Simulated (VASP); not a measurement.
Consider the following.

```xyz
8
Lattice="-0.0125 4.0387 4.0385 4.0262 0.0001 4.0259 2.0131 2.0131 0.0000" Properties=species:S:1:pos:R:3 pbc="T T T"
B      0.0231     4.0031     4.0028
B      2.0362     4.0032     6.0158
N      1.0737     0.9394     0.9393
N      3.0868     0.9394     2.9523
N      0.9000     3.1262     3.1260
N      2.9131     3.1262     5.1389
Al     6.0273     4.0382     6.0508
Al     4.0143     4.0382     4.0379
```

Level of theory: PBEsol GGA, VASP's PBE PAW potentials (set 64) (plane waves; VASP 6.6.1). Run with 520 eV cut-off, 6×6×11 Γ-centred mesh, tetrahedra with Blöchl corrections, potentials B N Al.

The cores are frozen, which limits the accuracy of field gradients.

**Question.** Give the principal components of the electric field gradient (V/Å²) and the asymmetry η at each nucleus.

**Answer.** 
```tsv
atom	Vxx	Vyy	Vzz	η
B1	4.3	4.3	-8.7	0.00
B2	4.3	4.3	-8.7	0.00
N3	19.8	19.8	-39.6	0.00
N4	19.8	19.8	-39.6	0.00
N5	-17.9	-17.9	35.8	0.00
N6	-17.9	-17.9	35.8	0.00
Al7	0.5	0.5	-1.0	0.01
Al8	0.5	0.5	-1.0	0.01
```

The structure was generated: Al2B2N4 was put into an ordered model structure (R3m), which need not be its known phase. It was relaxed first.
